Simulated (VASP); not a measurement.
Calculation: PBEsol GGA, VASP's PBE PAW potentials (set 64) (plane waves; VASP).

A VASP calculation is set up with these files.

**POSCAR**
```
HgTe
4.5079770
  1.0000000848   0.0000000000   0.0000000000
 -0.5000000424   0.8660254157   0.0000000000
  0.0000000000   0.0000000000   2.2631075264
Hg Te
3 3
Direct
  0.3512615055   0.3512615055   0.0000000000
  0.6487384945   0.0000000000   0.3333330000
  0.0000000000   0.6487384945   0.6666670000
  0.4572744634   0.4572744634   0.5000000000
  0.5427255366   0.0000000000   0.8333330000
  1.0000000000   0.5427255366   0.1666670000
```

**KPOINTS**
```
k-points along high-symmetry lines
10
Line-mode
Reciprocal
  0.000000   0.000000   0.000000 ! GAMMA
  0.500000   0.000000   0.000000 ! M

  0.500000   0.000000   0.000000 ! M
  0.333333   0.333333   0.000000 ! K

  0.333333   0.333333   0.000000 ! K
  0.000000   0.000000   0.000000 ! GAMMA

  0.000000   0.000000   0.000000 ! GAMMA
  0.000000   0.000000   0.500000 ! A

  0.000000   0.000000   0.500000 ! A
  0.500000   0.000000   0.500000 ! L

  0.500000   0.000000   0.500000 ! L
  0.333333   0.333333   0.500000 ! H

  0.333333   0.333333   0.500000 ! H
  0.000000   0.000000   0.500000 ! A

  0.500000   0.000000   0.500000 ! L
  0.500000   0.000000   0.000000 ! M

  0.333333   0.333333   0.500000 ! H
  0.333333   0.333333   0.000000 ! K
```

INCAR:
```
SYSTEM=HgTe
PREC=Accurate; ENCUT=400; LREAL=.FALSE.
LASPH=.TRUE.; ICHARG=11
EDIFF=1E-7; NELM=100; ALGO=Normal
LMAXMIX=6
ISMEAR=0; SIGMA=0.05
GGA=PS
LWAVE=.FALSE.; LCHARG=.FALSE.; LORBIT=11
```

POTCAR, in this order: Hg Te (PBE.64 set). Program: vasp_std. Read from the step before: CHGCAR.

Output of the run:

**OSZICAR**
```
       N       E                     dE             d eps       ncg     rms          rms(c)
DAV:   1     0.313287929139E+03    0.31329E+03   -0.21223E+04  5760   0.121E+03
DAV:   2     0.384455781494E+01   -0.30944E+03   -0.30375E+03  6528   0.304E+02
DAV:   3    -0.116969254188E+02   -0.15541E+02   -0.15377E+02  6912   0.680E+01
DAV:   4    -0.118898346836E+02   -0.19291E+00   -0.19283E+00  6840   0.693E+00
DAV:   5    -0.118917901737E+02   -0.19555E-02   -0.19554E-02  7024   0.734E-01
DAV:   6    -0.118918381682E+02   -0.47994E-04   -0.47994E-04  7336   0.102E-01
DAV:   7    -0.118918394741E+02   -0.13059E-05   -0.13063E-05  7024   0.155E-02
DAV:   8    -0.118918395215E+02   -0.47327E-07   -0.46808E-07  5344   0.279E-03
   1 F= -.11891840E+02 E0= -.11891840E+02  d E =-.157931E-08
```

OUTCAR:
```
 val. band max:        3.9519046481   @ k =   0.0000   0.0000   0.5000

 cond. band min:       4.3273837398   @ k =   0.0000   0.0000   0.0000



 k-point     1 :       0.0000    0.0000    0.0000
  band No.  band energies     occupation
      1      -8.3259      2.00000
      2      -7.4043      2.00000
      3      -7.4042      2.00000
      4      -3.4932      2.00000
      5      -3.4932      2.00000
      6      -3.2594      2.00000
      7      -3.2367      2.00000
      8      -3.2367      2.00000
      9      -3.0931      2.00000
     10      -2.9615      2.00000
     11      -2.9615      2.00000
     12      -2.9491      2.00000
     13      -2.7992      2.00000
     14      -2.7992      2.00000
     15      -2.7831      2.00000
     16      -2.7138      2.00000
     17      -2.7138      2.00000
     18      -2.6951      2.00000
     19      -0.8159      2.00000
     20      -0.8159      2.00000
     21       2.2192      2.00000
     22       2.3782      2.00000
     23       2.7503      2.00000
     24       2.7503      2.00000
     25       3.7158      2.00000
     26       3.7307      2.00000
     27       3.7307      2.00000
     28       4.3274      0.00000
     29       6.0286      0.00000
     30       6.0287      0.00000
     31       7.1952      0.00000
     32       7.1952      0.00000

 k-point     2 :       0.0556    0.0000    0.0000
  band No.  band energies     occupation
      1      -8.3074      2.00000
      2      -7.3999      2.00000
      3      -7.3957      2.00000
      4      -3.4997      2.00000
      5      -3.4982      2.00000
      6      -3.2694      2.00000
      7      -3.2288      2.00000
      8      -3.2047      2.00000
      9      -3.0894      2.00000
     10      -2.9617      2.00000
     11      -2.9599      2.00000
     12      -2.9480      2.00000
     13      -2.8095      2.00000
     14      -2.7998      2.00000
     15      -2.7737      2.00000
     16      -2.7118      2.00000
     17      -2.7107      2.00000
...
```

The density is held fixed in this step, so its total energy and stress have no physical meaning. Unless said otherwise, spin-orbit coupling is left out, though it shifts the bands of the heavy elements here.

The structure comes from a computed database's HgTe entry (P3_121); how it stands against other phases isn't given here. It was relaxed first, which changed the volume by -8 %.
